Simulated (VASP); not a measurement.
Computed with LDA (Ceperley-Alder, Perdew-Zunger), VASP's LDA PAW potentials (set 64) (plane waves; VASP).

VASP input:

### INCAR
```
SYSTEM = ZnSe
PREC = Accurate
ENCUT = 300
EDIFF = 1E-6
NELM = 100
ALGO = Normal
LREAL = .FALSE.
LASPH = .TRUE.
ISMEAR = -1
SIGMA = 0.02
LMAXMIX = 4
LWAVE = .FALSE.
LCHARG = .FALSE.
ISIF = 2
```

### POSCAR
```
ZnSe
4.0092950
  0.0000000000   0.7071068604   0.7071068604
  0.7071068604   0.0000000000   0.7071068604
  0.7071068604   0.7071068604   0.0000000000
Zn Se
1 1
Cartesian
  0.0000000000   0.0000000000   0.0000000000
  0.3535534302   0.3535534302   0.3535534302
```

KPOINTS:
```
Automatic mesh
0
G
 5 5 5
0 0 0
```

POTCAR, in this order: Zn Se (LDA.64 set). Program: vasp_std.

Output of the run:

File OSZICAR:
```
       N       E                     dE             d eps       ncg     rms          rms(c)
DAV:   1     0.666738358128E+02    0.66674E+02   -0.65478E+03   260   0.103E+03
DAV:   2    -0.381149133077E+01   -0.70485E+02   -0.68111E+02   290   0.221E+02
DAV:   3    -0.760981900366E+01   -0.37983E+01   -0.37898E+01   315   0.552E+01
DAV:   4    -0.763882110849E+01   -0.29002E-01   -0.29000E-01   280   0.505E+00
DAV:   5    -0.763897735953E+01   -0.15625E-03   -0.15625E-03   315   0.354E-01    0.500E+00
DAV:   6    -0.735804297730E+01    0.28093E+00   -0.68998E-01   358   0.280E+01    0.375E+00
DAV:   7    -0.733221769930E+01    0.25825E-01   -0.17868E-01   280   0.414E+00    0.153E+00
DAV:   8    -0.732812688875E+01    0.40908E-02   -0.31362E-03   335   0.646E-01    0.416E-01
DAV:   9    -0.732755783543E+01    0.56905E-03   -0.92576E-04   290   0.271E-01    0.634E-02
DAV:  10    -0.732757174903E+01   -0.13914E-04   -0.73653E-05   285   0.828E-02    0.168E-02
DAV:  11    -0.732757134664E+01    0.40239E-06   -0.43312E-06   303   0.368E-02
   1 F= -.73275713E+01 E0= -.73275713E+01  d E =-.241658E-10
```

### OUTCAR
```
------------------------ aborting loop because EDIFF is reached ----------------------------------------
  FORCE on cell =-STRESS in cart. coord.  units (eV):
  Direction    XX          YY          ZZ          XY          YZ          ZX
  --------------------------------------------------------------------------------------
  Total       -0.8876094     -0.8876094     -0.8876094      0.0000000      0.0000000     -0.0000000
  in kB      -31.2063716    -31.2063716    -31.2063716      0.0000000      0.0000000     -0.0000000
  external PRESSURE =     -31.2063716 kB  Pullay stress =       0.0000000 kB
  volume of cell :       45.57
      direct lattice vectors                 reciprocal lattice vectors
     0.000000000  2.835000000  2.835000000    -0.176366843  0.176366843  0.176366843
     2.835000000  0.000000000  2.835000000     0.176366843 -0.176366843  0.176366843
     2.835000000  2.835000000  0.000000000     0.176366843  0.176366843 -0.176366843
  FREE ENERGIE OF THE ION-ELECTRON SYSTEM (eV)
  ---------------------------------------------------
  free  energy   TOTEN  =        -7.3275713466 eV

  energy  without entropy=       -7.3275713466  energy(sigma->0) =       -7.32757135
```
(Selected blocks of OUTCAR.)

At this cut-off the stress carries a Pulay error, which pulls relaxed volumes low.

The structure is a typed ZnSe crystal. The cell was not relaxed at this level.
